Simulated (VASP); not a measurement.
# Lattice of CaMn2Bi2, functional by functional, part 2 of 2

Which functional gives which lattice for CaMn2Bi2? The starting structure is a computed structure from the Materials Project. The first relaxation on each setting starts from this cell expanded by 3 % in volume.

VASP 6.6.1.

Results so far: PBEsol 26.03 Å³ an atom; LDA 24.23 Å³ an atom.

### 4. Relaxation with PBE

Level of this step: PBE, spin-polarised from an antiferromagnetic start; plane waves and PAW (Bi_d, Mn_pv, Ca_sv) (VASP).

PBE, the usual starting point, adds the gradient of the density. This run starts from the cell of an earlier relaxation, which isn't shown; the restart sets up the plane waves anew.

The input, INCAR:

```
SYSTEM = CaMn2Bi2
PREC = Accurate
ENCUT = 450
EDIFF = 1E-06
NELM = 100
ISMEAR = 1
SIGMA = 0.15
LREAL = .FALSE.
ALGO = Normal
GGA = PE
NBANDS = 43
ISPIN = 2
MAGMOM = 0 0 4 -4 0
LASPH = .TRUE.
LMAXMIX = 4
LORBIT = 11
LWAVE = .FALSE.
LCHARG = .FALSE.
KPAR = 8
IBRION = 2
NSW = 50
ISIF = 3
EDIFFG = -0.006
```

The input, POSCAR:

```
CaMn2Bi2
1.0
    4.5721517351      0.0000000000      0.0000000000
   -2.2860758676      3.9595995526      0.0000000000
    0.0000000000      0.0000000000      7.6527927705
Bi Mn Ca
2 2 1
Direct
    0.3333333333      0.6666666667      0.7484269059
    0.6666666667      0.3333333333      0.2515730941
    0.3333333333      0.6666666667      0.3908658236
    0.6666666667      0.3333333333      0.6091341764
    0.0000000000      0.0000000000      0.0000000000
```

The input, KPOINTS:

```
Automatic mesh
0
Gamma
9 9 4
0 0 0
```

The projector-augmented-wave data sets are Bi_d, Mn_pv and Ca_sv (PBE family, release 64).

Run with:

```sh
$ mpirun -np 8 vasp_std
```

What it wrote:

```text
[banner, memory and clock lines left out]
running    8 mpi-ranks, on    1 nodes
[...]
[... a notice as in an earlier step ...]

 LDA part: xc-table for (Slater+PW92), standard interpolation
 POSCAR, INCAR and KPOINTS ok, starting setup
[...]
entering main loop
       N       E                     dE             d eps       ncg     rms          rms(c)
DAV:   1     0.757164817145E+03    0.75716E+03   -0.33164E+04  7460   0.163E+03
DAV:   2     0.405902748030E+02   -0.71657E+03   -0.69783E+03  7396   0.500E+02
DAV:   3    -0.263542261275E+02   -0.66945E+02   -0.64970E+02  8459   0.168E+02
DAV:   4    -0.299948970686E+02   -0.36407E+01   -0.35909E+01 11056   0.377E+01
[...]
DAV:  15    -0.281039429583E+02   -0.17309E-04   -0.33695E-05 10569   0.419E-02    0.129E-02
DAV:  16    -0.281039453385E+02   -0.23803E-05   -0.72361E-06  7244   0.187E-02    0.376E-03
DAV:  17    -0.281039452533E+02    0.85249E-07   -0.10426E-06  5612   0.630E-03
   1 F= -.28103945E+02 E0= -.28106631E+02  d E =-.281039E+02  mag=     0.0000
[...]
N       E                     dE             d eps       ncg     rms          rms(c)
DAV:   1    -0.281060095092E+02   -0.20642E-02   -0.42049E-02  8357   0.224E+00    0.379E-01
DAV:   2    -0.281050776344E+02    0.93187E-03   -0.18374E-02  8468   0.118E+00    0.412E-01
DAV:   3    -0.281040533249E+02    0.10243E-02   -0.37148E-03  8636   0.518E-01    0.743E-02
DAV:   4    -0.281040056585E+02    0.47666E-04   -0.60535E-04 10552   0.151E-01    0.503E-02
DAV:   5    -0.281039770266E+02    0.28632E-04   -0.21202E-04 10544   0.118E-01    0.187E-02
DAV:   6    -0.281039787624E+02   -0.17359E-05   -0.19840E-05  9682   0.262E-02    0.883E-03
DAV:   7    -0.281039800809E+02   -0.13185E-05   -0.32107E-06  8944   0.127E-02    0.402E-03
DAV:   8    -0.281039805759E+02   -0.49497E-06   -0.43572E-07  4627   0.527E-03
   2 F= -.28103981E+02 E0= -.28106666E+02  d E =-.353226E-04  mag=     0.0000
 trial-energy change:   -0.000035  1 .order   -0.000043   -0.000076   -0.000009
 step:   1.1434(harm=  1.1434)  dis= 0.00040  next Energy=   -28.103989 (dE=-0.433E-04)
 reached required accuracy - stopping structural energy minimisation
```

It took 2.2 min on 8 MPI ranks of Intel Xeon Platinum 8488C (Sapphire Rapids), shared host; peak memory 3.9 GiB; 16 min of CPU time.

OUTCAR, selected parts (step 4):

```text
  Total       -0.0062707     -0.0062707      0.0026207      0.0000000     -0.0000000      0.0000000
  in kB       -0.0726125     -0.0726125      0.0303463      0.0000000     -0.0000000      0.0000000
  external PRESSURE =      -0.0382929 kB  Pullay stress =       0.0000000 kB

 POSITION                                       TOTAL-FORCE (eV/Angst)
 -----------------------------------------------------------------------------------
     -0.00000      2.63826      5.72654         0.000000     -0.000000      0.003019
      2.28480      1.31913      1.92463        -0.000000      0.000000     -0.003019
     -0.00000      2.63826      2.99023        -0.000000      0.000000     -0.002710
      2.28480      1.31913      4.66094         0.000000     -0.000000      0.002710
      0.00000      0.00000      0.00000        -0.000000     -0.000000      0.000000
 -----------------------------------------------------------------------------------
    total drift:                               -0.000000      0.000000     -0.000000

  FREE ENERGIE OF THE ION-ELECTRON SYSTEM (eV)
  ---------------------------------------------------
  free  energy   TOTEN  =       -28.1039805759 eV

  energy  without entropy=      -28.1120380164  energy(sigma->0) =      -28.10666639

 magnetization (x)
# of ion       s       p       d       tot
------------------------------------------
    1       -0.004   0.015  -0.007   0.004
    2        0.004  -0.015   0.007  -0.004
    3        0.052   0.048   3.847   3.947
    4       -0.052  -0.048  -3.847  -3.947
    5        0.000   0.000   0.000   0.000
--------------------------------------------------
tot          0.000   0.000   0.000   0.000

[... 2 parts as in an earlier step ...]

[... 2 further parts left out ...]
[key lines of the parts left out:]
E-fermi :   5.7240
```

With PBE the relaxed cell holds 27.672 Å³ an atom, -3.42 % against the starting cell, with a = 4.570 Å and c = 7.651 Å. That is +6.29 % from PBEsol.

### 5. Relaxation with PBEsol + D3(BJ)

D3 with Becke-Johnson damping keeps a finite attraction at short range. This run starts from the cell of an earlier relaxation, which isn't shown; the restart sets up the plane waves anew.

INCAR: that of step 4 with these lines changed.

```diff
@@ -9,3 +9,4 @@
 ALGO = Normal
-GGA = PE
+GGA = PS
+IVDW = 12
 NBANDS = 43
```

The input, POSCAR:

```
CaMn2Bi2
1.0
    4.3579895046      0.0000000000      0.0000000000
   -2.1789947523      3.7741296205      0.0000000000
    0.0000000000      0.0000000000      7.4329542134
Bi Mn Ca
2 2 1
Direct
    0.3333333333      0.6666666667      0.7511139147
    0.6666666667      0.3333333333      0.2488860853
    0.3333333333      0.6666666667      0.3957469674
    0.6666666667      0.3333333333      0.6042530326
    0.0000000000      0.0000000000      0.0000000000
```

KPOINTS is that of step 4.

Run with:

```sh
$ mpirun -np 8 vasp_std
```

What it wrote:

```text
[banner, memory and clock lines left out]
running    8 mpi-ranks, on    1 nodes
[...]
[... a notice as in an earlier step ...]

 [... a notice as in an earlier step ...]

 LDA part: xc-table for (Slater+PW92), standard interpolation
 POSCAR, INCAR and KPOINTS ok, starting setup
[...]
entering main loop
       N       E                     dE             d eps       ncg     rms          rms(c)
DAV:   1     0.778714580153E+03    0.77871E+03   -0.33207E+04  7415   0.170E+03
DAV:   2     0.411641192947E+02   -0.73755E+03   -0.71802E+03  7396   0.519E+02
DAV:   3    -0.286327130474E+02   -0.69797E+02   -0.67726E+02  8081   0.175E+02
DAV:   4    -0.325731689655E+02   -0.39405E+01   -0.38726E+01 11133   0.400E+01
[...]
DAV:  14    -0.300733234953E+02   -0.15505E-04   -0.66575E-05  9660   0.884E-02    0.206E-02
DAV:  15    -0.300733279330E+02   -0.44377E-05   -0.15756E-05  8942   0.280E-02    0.114E-02
DAV:  16    -0.300733288975E+02   -0.96455E-06   -0.28374E-06  7483   0.188E-02
   1 F= -.32427285E+02 E0= -.32429391E+02  d E =-.324273E+02  mag=     0.0000
[...]
N       E                     dE             d eps       ncg     rms          rms(c)
DAV:   1    -0.300738260836E+02   -0.49815E-03   -0.10172E-01  8323   0.346E+00    0.628E-01
DAV:   2    -0.300725922767E+02    0.12338E-02   -0.55518E-02  8439   0.217E+00    0.733E-01
DAV:   3    -0.300684645391E+02    0.41277E-02   -0.14074E-02  8657   0.992E-01    0.116E-01
DAV:   4    -0.300683780404E+02    0.86499E-04   -0.19203E-03 10152   0.299E-01    0.834E-02
DAV:   5    -0.300683022707E+02    0.75770E-04   -0.51705E-04 11354   0.189E-01    0.269E-02
DAV:   6    -0.300683037765E+02   -0.15059E-05   -0.49726E-05 10122   0.406E-02    0.140E-02
DAV:   7    -0.300683051539E+02   -0.13774E-05   -0.77616E-06 11666   0.247E-02    0.653E-03
DAV:   8    -0.300683060075E+02   -0.85360E-06   -0.69760E-07  6102   0.100E-02
   2 F= -.32427344E+02 E0= -.32429429E+02  d E =-.592918E-04  mag=     0.0000
 trial-energy change:   -0.000059  1 .order   -0.000074   -0.000161    0.000012
 step:   0.8728(harm=  0.9310)  dis= 0.00015  next Energy=   -32.427345 (dE=-0.601E-04)
 reached required accuracy - stopping structural energy minimisation
```

Wall time 2.5 min (8 MPI ranks); peak memory 3.6 GiB.

Parts of OUTCAR (step 5):

```text
 Edisp (eV)   -2.35396

 Edisp (eV)   -2.35904

  Total      -0.00337    -0.00337     0.02693     0.00000     0.00000     0.00000
  in kB      -0.04422    -0.04422     0.35372     0.00000     0.00000     0.00000
  external pressure =        0.09 kB  Pullay stress =        0.00 kB

 POSITION                                       TOTAL-FORCE (eV/Angst)
 -----------------------------------------------------------------------------------
     -0.00000      2.51419      5.57940         0.000000      0.000000      0.005735
      2.17735      1.25709      1.84886        -0.000000     -0.000000     -0.005735
     -0.00000      2.51419      2.93988        -0.000000      0.000000      0.002426
      2.17735      1.25709      4.48838        -0.000000     -0.000000     -0.002426
      0.00000      0.00000      0.00000        -0.000000     -0.000000      0.000000
 -----------------------------------------------------------------------------------
    total drift:                               -0.000000      0.000000     -0.000000

  FREE ENERGIE OF THE ION-ELECTRON SYSTEM (eV)
  ---------------------------------------------------
  free  energy   TOTEN  =       -32.4273440295 eV

  energy  without entropy=      -32.4335989871  energy(sigma->0) =      -32.42942902

 magnetization (x)
# of ion       s       p       d       tot
------------------------------------------
    1       -0.002   0.018  -0.009   0.006
    2        0.002  -0.018   0.009  -0.006
    3        0.047   0.051   3.591   3.688
    4       -0.047  -0.051  -3.591  -3.688
    5        0.000   0.000   0.000   0.000
--------------------------------------------------
tot          0.000   0.000   0.000   0.000

[... 2 parts as in an earlier step ...]

[... 2 further parts left out ...]
[key lines of the parts left out:]
E-fermi :   6.5829
```

With PBEsol + D3(BJ) the relaxed cell holds 24.399 Å³ an atom, -14.85 % against the starting cell, with a = 4.355 Å and c = 7.428 Å. That is -6.28 % from PBEsol.

### 6. Relaxation with r2SCAN

r2SCAN adds the kinetic-energy density, costs more than a GGA and is run with LASPH. This run starts from the cell of an earlier relaxation, which isn't shown and was stopped at its time limit.

INCAR: that of step 5 with these lines changed.

```diff
@@ -9,4 +9,4 @@
 ALGO = Normal
-GGA = PS
-IVDW = 12
+METAGGA = R2SCAN
+LASPH = .TRUE.
 NBANDS = 43
@@ -14,3 +14,2 @@
 MAGMOM = 0 0 4 -4 0
-LASPH = .TRUE.
 LMAXMIX = 4
```

The input, POSCAR:

```
CaMn2Bi2
1.0
    4.6258190636      0.0000000000      0.0000000000
   -2.3129095318      4.0060768225      0.0000000000
    0.0000000000      0.0000000000      7.6015922576
Bi Mn Ca
2 2 1
Direct
    0.3333333333      0.6666666667      0.7510143384
    0.6666666667      0.3333333333      0.2489856616
    0.3333333333      0.6666666667      0.3829745290
    0.6666666667      0.3333333333      0.6170254710
    0.0000000000      0.0000000000      0.0000000000
```

KPOINTS is that of step 5.

Run with:

```sh
$ mpirun -np 8 vasp_std
```

What it wrote:

```text
[banner, memory and clock lines left out]
running    8 mpi-ranks, on    1 nodes
[...]
[... a notice as in an earlier step ...]

 [... a notice as in an earlier step ...]

 LDA part: xc-table for (None), standard interpolation
 POSCAR, INCAR and KPOINTS ok, starting setup
[...]
entering main loop
       N       E                     dE             d eps       ncg     rms          rms(c)
DAV:   1     0.648468067234E+03    0.64847E+03   -0.33950E+04  7468   0.167E+03
DAV:   2    -0.965370553846E+02   -0.74501E+03   -0.72629E+03  7396   0.515E+02
DAV:   3    -0.166568111217E+03   -0.70031E+02   -0.68200E+02  8334   0.175E+02
DAV:   4    -0.170734133520E+03   -0.41660E+01   -0.40964E+01 11589   0.402E+01
[...]
DAV:  17    -0.155809587984E+03    0.22614E-05   -0.48812E-07  4600   0.523E-03    0.170E-03
DAV:  18    -0.155809589857E+03   -0.18730E-05   -0.15883E-07  4468   0.248E-03    0.633E-04
DAV:  19    -0.155809590082E+03   -0.22443E-06   -0.60628E-08  4427   0.194E-03
   1 F= -.15580959E+03 E0= -.15580970E+03  d E =-.155810E+03  mag=     0.0000
[... from here on, the cycles between the ionic steps are left out ...]
   2 F= -.15580965E+03 E0= -.15580976E+03  d E =-.637140E-04  mag=     0.0000
   3 F= -.15580971E+03 E0= -.15580982E+03  d E =-.118493E-03  mag=     0.0000
   4 F= -.15580972E+03 E0= -.15580983E+03  d E =-.900809E-05  mag=    -0.0000
 trial-energy change:   -0.000009  1 .order   -0.000012   -0.000016   -0.000008
 step:   2.9358(harm=  2.9358)  dis= 0.00122  next Energy=  -155.809725 (dE=-0.164E-04)
 reached required accuracy - stopping structural energy minimisation
```

Run time: 11 min. Hardware: 8 MPI ranks; peak memory 4.2 GiB.

OUTCAR, selected parts (step 6):

```text
  Total        0.0217517      0.0217517     -0.0011257      0.0000000      0.0000000      0.0000000
  in kB        0.2474515      0.2474515     -0.0128066      0.0000000      0.0000000      0.0000000
  external PRESSURE =       0.1606988 kB  Pullay stress =       0.0000000 kB

 POSITION                                       TOTAL-FORCE (eV/Angst)
 -----------------------------------------------------------------------------------
     -0.00000      2.66843      5.71566        -0.000000     -0.000000     -0.000484
      2.31093      1.33421      1.89726        -0.000000      0.000000      0.000484
     -0.00000      2.66843      2.91839        -0.000000      0.000000      0.001795
      2.31093      1.33421      4.69454         0.000000     -0.000000     -0.001795
      0.00000      0.00000      0.00000        -0.000000     -0.000000      0.000000
 -----------------------------------------------------------------------------------
    total drift:                                0.000000      0.000000      0.000000

  FREE ENERGIE OF THE ION-ELECTRON SYSTEM (eV)
  ---------------------------------------------------
  free  energy   TOTEN  =      -155.8097175831 eV

  energy  without entropy=     -155.8100472215  energy(sigma->0) =     -155.80982746

 magnetization (x)
# of ion       s       p       d       tot
------------------------------------------
    1       -0.005   0.024  -0.008   0.011
    2        0.005  -0.024   0.008  -0.011
    3        0.062   0.055   4.169   4.285
    4       -0.062  -0.055  -4.169  -4.285
    5        0.000   0.000   0.000   0.000
--------------------------------------------------
tot          0.000   0.000   0.000   0.000

[... 2 parts as in an earlier step ...]

[... 2 further parts left out ...]
[key lines of the parts left out:]
E-fermi :   5.5560
```

With r2SCAN the relaxed cell holds 28.167 Å³ an atom, -1.69 % against the starting cell, with a = 4.622 Å and c = 7.613 Å. That is +8.20 % from PBEsol.

### 7. The runs compared

```csv
level,volume (Å³/atom),against the starting cell (%),a (Å),c (Å),pressure left (GPa),core minutes
PBEsol,26.034,-9.14,4.4616,7.5508,0.01,133.0
LDA,24.232,-15.43,4.2903,7.601,-0.04,177.0
PBE,27.672,-3.42,4.5696,7.6512,0.0,139.0
PBEsol + D3(BJ),24.399,-14.85,4.3547,7.4283,0.01,138.0
r2SCAN,28.167,-1.69,4.6219,7.6129,0.02,290.0
```

Core minutes are wall time times ranks, summed over the relaxations behind a row (those for a bulk modulus apart), on shared hosts.

### 8. Summary of results

```json
{
  "volume, PBEsol": "26.03 Å³/atom",
  "volume, LDA": "24.23 Å³/atom",
  "volume, PBE": "27.67 Å³/atom",
  "volume, PBEsol + D3(BJ)": "24.40 Å³/atom",
  "volume, r2SCAN": "28.17 Å³/atom"
}
```

Across 5 levels the volume of CaMn2Bi2 spans 16.2 %, from 24.23 Å³ an atom (LDA) to 28.17 Å³ (r2SCAN). Adding D3(BJ) to PBEsol changes the volume by -6.3 %. Spin-orbit coupling is left out of all runs, which can matter with elements this heavy. The largest site moment differs between levels, from 3.37 to 4.29 μB, which bears on the volume too. All runs keep the symmetry of the start, so they can't find a distortion of lower symmetry. Further runs on this material are not shown.

[Lines on the potential files, build, host, timing and source positions are cut from VASP's logs without a mark.]

[Logs are printed without paths, hosts, clocks, repeated set-up lines and the standing remarks that a program may print on its own settings, such as how far it seeks lower states.]

[Hosts, paths, dates, database ids (printed as entryN), source tags and the programs' standing remarks are cut or masked in the printed files.]
